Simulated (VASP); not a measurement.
The system is AlB2H2.

```
CELL_PARAMETERS angstrom
1.60249 -2.76318 0.00000
1.60249 2.76318 0.00000
0.00000 0.00000 4.59099
ATOMIC_POSITIONS crystal
Al 0.50000 0.50000 0.00000
B 0.00000 0.00000 0.76593
B 0.00000 0.00000 0.23407
H 0.00000 0.50000 0.50000
H 0.50000 0.00000 0.50000
```

The cell was built by a generator and needn't be a form met in nature.

The cell isn't the ideal one: random cell by space group and Wyckoff sites (Cmmm, No. 65).

```yaml
Program: VASP 6.6.1
Task: relaxation of cell and atoms
Functional: PBE
Potentials_or_basis: VASP PAW PBE potentials, release 64 (Al, B, H)
Cutoff: 600 eV
k_mesh: 6 × 6 × 4
Occupations: gaussian, width 0.1 eV
Spin: no spin polarisation
```

At the start: pressure 16.7 GPa; volume 8.13 Å³/atom.

Problem. Where does the relaxation end?

Solution. Over 32 steps the energy falls by 725.8 meV/atom and the volume is 7.47 Å³/atom (-8.1 %); space group Cmmm (No. 65, to 0.05 Å).

Step by step:
```csv
step,energy change (eV),largest force (eV/Å),pressure (GPa),volume (Å³)
1,0.0000,3.3595,16.75,40.66
2,-1.9086,1.8465,-15.08,45.41
3,-1.9597,1.7071,-17.08,46.01
4,-2.7766,0.7860,-9.90,40.74
5,-2.8014,1.4201,-2.34,38.76
6,-2.8328,0.0909,-6.63,39.73
7,-2.8344,0.2664,-6.03,39.58
8,-2.9752,0.1838,-1.09,37.45
9,-3.0115,0.3945,3.36,36.02
10,-3.0148,0.4553,5.13,35.52
11,-3.2246,0.8125,5.83,35.42
12,-3.4703,0.8272,3.82,34.90
13,-3.4827,0.8176,3.80,35.03
14,-3.5122,0.9316,2.87,36.23
15,-3.5272,0.1998,3.01,35.81
16,-3.5394,0.1711,-1.52,37.05
17,-3.5401,0.1137,-0.70,36.82
18,-3.5547,0.0900,-2.08,37.42
19,-3.5585,0.2372,-3.12,37.92
20,-3.5764,0.0601,-2.46,37.75
21,-3.6006,0.4808,-0.08,37.18
22,-3.6014,0.3365,-0.54,37.28
23,-3.6115,0.0465,1.27,37.00
24,-3.5838,1.1208,5.43,36.39
25,-3.6136,0.1256,1.91,36.90
26,-3.6185,0.2010,2.07,36.88
27,-3.6178,0.4591,2.64,36.82
28,-3.6215,0.3163,2.32,36.85
29,-3.6266,0.0895,1.42,37.00
30,-3.6278,0.0829,0.74,37.11
31,-3.6283,0.0514,0.53,37.18
32,-3.6288,0.0354,-0.05,37.36
```

Final structure:
```
CELL_PARAMETERS angstrom
1.61871 -2.36074 0.00000
1.61871 2.36074 0.00000
0.00000 0.00000 4.88885
ATOMIC_POSITIONS crystal
Al 0.50000 0.50000 0.00000
B 0.00000 0.00000 0.66730
B 0.00000 0.00000 0.33270
H 0.00000 0.50000 0.50000
H 0.50000 0.00000 0.50000
```

Caveat: the k mesh is coarse (spacing up to 0.38 Å⁻¹), so the values aren't converged.
